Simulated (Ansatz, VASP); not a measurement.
## Two plane-wave programs on Rh4CO (Rhodium)

```
Rh C O
1.0
     2.70820    0.00000    0.00000
     0.00000    2.70820    0.00000
     0.00000    0.00000   25.89497
Rh C O
4 1 1
Cartesian
  1.3541 1.3541 8.5000
  0.0000 0.0000 10.4150
  1.3541 1.3541 12.3166
  0.0000 0.0000 14.2874
  0.0000 0.0000 16.1262
  0.0000 0.0000 17.2790
```

Alike in both runs: functional PBE; k mesh 11 × 11 × 1; occupations gaussian, width 0.1 eV; no spin polarisation.

Ansatz relaxed the structure, and its values are those at the end. VASP's run is a single point on that final structure, the one shown.

|  | VASP | Ansatz |
| --- | --- | --- |
| version | VASP 6.6.1 | Ansatz 0.2.0 |
| potentials or method | VASP PAW PBE potentials, release 64 (Rh_pv, C, O) | scalar-relativistic, plane waves, PAW |
| plane-wave cutoff (eV) | 520 | 420 |
| valence electrons in the cell | 70 | 78 |

Ansatz gave:

| Quantity | Value |
| --- | --- |
| gap on the k mesh at the Fermi level (eV) | none |
| rms of the force components (eV/Å) | 0.168 |

Task: Which values does VASP return?

Result: gap on the k mesh at the Fermi level (eV): none; rms of the force components (eV/Å): 0.321.

A gap of «none» marks a metal or a gap that the smearing closes. One of these differences is far larger than is usual between the two programs; its cause wasn't traced. With one functional, cell and mesh, what is left measures potentials, basis and numerics. The two sets of potentials don't hold the same shells in valence. Ansatz warned: «xc_potential_rough_in_thin_density».

Caveats: the standard files for N, O and F lose accuracy on very short bonds.
